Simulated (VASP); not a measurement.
C, 2 atoms in the cell. It takes space group Fd-3m (No. 227, cubic). Conventional cell: a = 3.573 Å, b = 3.573 Å, c = 3.573 Å, α = 90.00°, β = 90.00°, γ = 90.00°. C (site symmetry -43m) has 4 C at 1.55 Å as nearest neighbours. This isn't the form of C at room conditions, which is graphite.

| Property | Result |
| --- | --- |
| Program | VASP 6.6.1 |
| Task | band structure |
| Functional | PBE-EpsX |
| Potentials or basis | VASP PAW PBE potentials, release 64 (C) |
| Cutoff | 520 eV |
| k mesh | 8 × 8 × 8 |
| Occupations | gaussian, width 0.02 eV |
| Spin | no spin polarisation |
| Grid for exact exchange (PRECFOCK) | Fast |
| Exchange at q = 0 | truncated |
| Share of exact exchange | 0.1707 |
| Further INCAR settings | ALGO = Normal; EDIFF = 1e-07 |

Potentials or basis: VASP PAW PBE potentials, release 64 (C).

Run with:

```bash
$ cat potpaw_PBE.64/C/POTCAR > POTCAR
$ cp INCAR.step1 INCAR
$ cp KPOINTS.step1 KPOINTS
$ mpirun -np 4 vasp_std > vasp.out
$ cp INCAR.step2 INCAR
$ cp KPOINTS.step2 KPOINTS
$ mpirun -np 4 vasp_std > vasp.out
$ cp INCAR.step3 INCAR
$ cp KPOINTS.step3 KPOINTS
$ mpirun -np 4 vasp_std > vasp.out
```

Hardware: 4 MPI ranks on Intel(R) Xeon(R) Platinum 8259CL CPU @ 2.50GHz (Skylake/Cascade Lake), with other jobs on the host.

Estimate the wall time of this run.

Run time: 6.9 min on 4 MPI ranks on Intel(R) Xeon(R) Platinum 8259CL CPU @ 2.50GHz (Skylake/Cascade Lake), on a shared host, peak memory 0.16 GiB a rank. Counts: scf iterations 36, k points 29.
